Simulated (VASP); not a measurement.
A run of VASP 6.6.1:

INCAR

```
ALGO = Fast
EDIFF = 1E-7
ENCUT = 520
GGA = PS
ISIF = 2
ISMEAR = 0
LASPH = T
LCHARG = F
LMAXMIX = 4
LREAL = F
LWAVE = F
NBANDS = 36
NELM = 100
PREC = Accurate
SIGMA = 0.1
```

Contents of KPOINTS:

```
k-points
0
Gamma
  14 14 14
```

POSCAR

```
LuNi2B2C
1.0
   -1.7127130000      1.7127130000      5.2412580000
    1.7127130000     -1.7127130000      5.2412580000
    1.7127130000      1.7127130000     -5.2412580000
Lu Ni B C
1 2 2 1
Direct
    0.0000000000      0.0000000000      0.0000000000
    0.7500000000      0.2500000000      0.5000000000
    0.2500000000      0.7500000000      0.5000000000
    0.3579793000      0.3579793000      0.0000000000
    0.6420207000      0.6420207000      0.0000000000
    0.5000000000      0.5000000000      0.0000000000
```

KPOINTS_OPT

```
path GXYSGZS1NPY1Z,XP
15
line-mode
reciprocal
 0.0000000000  0.0000000000  0.0000000000  G
-0.5000000000  0.5000000000  0.0000000000  X

-0.5000000000  0.5000000000  0.0000000000  X
-0.5000000000  0.5000000000 -0.0533910075  Y

-0.5000000000  0.5000000000 -0.0533910075  Y
-0.2766955037  0.2766955037 -0.2766955037  S

-0.2766955037  0.2766955037 -0.2766955037  S
 0.0000000000  0.0000000000  0.0000000000  G

 0.0000000000  0.0000000000  0.0000000000  G
 0.5000000000  0.5000000000 -0.5000000000  Z

 0.5000000000  0.5000000000 -0.5000000000  Z
 0.2766955037  0.7233044963 -0.7233044963  S1

 0.2766955037  0.7233044963 -0.7233044963  S1
 0.0000000000  0.5000000000 -0.5000000000  N

 0.0000000000  0.5000000000 -0.5000000000  N
-0.2500000000  0.7500000000 -0.2500000000  P

-0.2500000000  0.7500000000 -0.2500000000  P
 0.0533910075  0.9466089925 -0.5000000000  Y1

 0.0533910075  0.9466089925 -0.5000000000  Y1
 0.5000000000  0.5000000000 -0.5000000000  Z

-0.5000000000  0.5000000000  0.0000000000  X
-0.2500000000  0.7500000000 -0.2500000000  P
```

Potentials or basis: VASP PAW PBE potentials, release 64 (Lu, Ni, B, C).

Run with:

```bash
$ cat potpaw_PBE.64/Lu/POTCAR potpaw_PBE.64/Ni/POTCAR potpaw_PBE.64/B/POTCAR potpaw_PBE.64/C/POTCAR > POTCAR
$ mpirun -np 1 vasp_std > vasp.out
```

Hardware: 1 thread of AMD EPYC 9R45 96-Core Processor (Zen 5), with other jobs on the host.

Problem. How long does it take, and how much memory?

Solution. It took 90 min on 1 thread of AMD EPYC 9R45 96-Core Processor (Zen 5), on a shared host, peak memory 0.91 GiB. Counts: scf iterations 63, k points 244.
